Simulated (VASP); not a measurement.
Consider the following.

```
CELL_PARAMETERS angstrom
      2.15649    -3.91208     0.00000
      2.15649     3.91208     0.00000
      0.00000     0.00000     7.26927
ATOMIC_POSITIONS crystal
  Ba 0.64960 0.35040 0.75000
  Ba 0.35040 0.64960 0.25000
```

Method: PBEsol GGA, VASP's PBE PAW potentials (set 64) (plane waves; VASP). Settings: 300 eV cut-off, 6×6×3 Γ-centred mesh, Gaussian smearing of 0.27 eV, potentials Ba_sv.

**Question.** Give the energies of bands 9 to 13 at the high-symmetry points, in eV from the Fermi level.

**Answer.** 
```csv
band,Γ,Y,C0,Z,A0,T,S,R
9,-2.81,-0.63,-0.12,-1.84,0.09,-0.88,-0.77,-0.75
10,-1.00,-0.48,0.08,-1.84,0.09,-0.88,-0.44,-0.75
11,1.12,-0.01,0.14,1.01,0.28,0.48,-0.31,0.39
12,1.51,0.54,0.37,1.01,0.28,0.48,0.74,0.39
13,1.62,0.98,0.99,1.63,0.87,1.46,1.52,1.67
```

It has no gap at this level: it comes out as a metal or semimetal.

The structure comes from a computed database's Ba entry (Cmcm); how it stands against other phases isn't given here. The cell was not relaxed at this level.
